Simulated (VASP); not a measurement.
Given:

```yaml
crystal:
  lattice:
    - [0.00000, 2.97549, 2.97549]
    - [2.97549, 0.00000, 2.97549]
    - [11.90440, 11.90440, -0.00244]
  atoms:
    - { symbol: Pb, position: [0.00921, 0.00921, 0.99310] }
    - { symbol: Pb, position: [0.99079, 0.99079, 0.25690] }
    - { symbol: Pb, position: [0.99695, 0.99695, 0.50229] }
    - { symbol: Pb, position: [0.00305, 0.00305, 0.74771] }
    - { symbol: Se, position: [0.50000, 0.50000, 0.12500] }
    - { symbol: S, position: [0.49437, 0.49437, 0.37922] }
    - { symbol: S, position: [0.50000, 0.50000, 0.62500] }
    - { symbol: S, position: [0.50563, 0.50563, 0.87078] }
```

Method: PBEsol GGA, VASP's PBE PAW potentials (set 64) (plane waves; VASP). Numerical set-up: 400 eV cut-off, Gaussian smearing of 0.050 eV, potentials Pb_d Se S.

Unless said otherwise, spin-orbit coupling is left out, though it shifts the bands of the heavy elements here.

Estimate the band gap (along the path) with the smallest direct gap where there is one.

| Item | Value |
|---|---|
| band gap (along the path) | 0.18 eV |
| smallest direct gap (along the path) | 0.19 eV |

The structure was generated: Pb4S3Se was put into an ordered model structure (R-3m), which need not be its known phase. It was relaxed first.
